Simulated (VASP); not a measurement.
Here is the system:

```
CELL_PARAMETERS angstrom
      0.00000     1.99975     1.99975
      1.99975     0.00000     1.99975
      1.99975     1.99975     0.00000
ATOMIC_POSITIONS crystal
  Ag 0.00000 0.00000 0.00000
```

Computed with PBEsol GGA, VASP's PBE PAW potentials (set 64) (plane waves; VASP). Run with 500 eV cut-off, 16×16×16 Γ-centred mesh, first-order Methfessel-Paxton smearing of 0.10 eV, potentials Ag.

Energy and stress use the plane-wave basis of the starting cell.

Task: The ions, cell shape and volume at an external pressure of 10.0 GPa are relaxed. Give the cell that the relaxation ends in.

Result: 
```
CELL_PARAMETERS angstrom
      0.00000     1.97983     1.97983
      1.97983     0.00000     1.97983
      1.97983     1.97983     0.00000
ATOMIC_POSITIONS crystal
  Ag 0.00000 0.00000 0.00000
```
Space group Fm-3m (225), at a tolerance of 0.03 Å.

Task: How do energy and volume change from the first to the last step?

Result: The energy (σ→0) changes by +22.1 meV/atom and the volume by -3.0 %, in 3 ionic steps.

The compound is Ag in the fcc structure. This run relaxes it under an external pressure of 10 GPa. Symmetry was kept, so distortions that lower it aren't found.
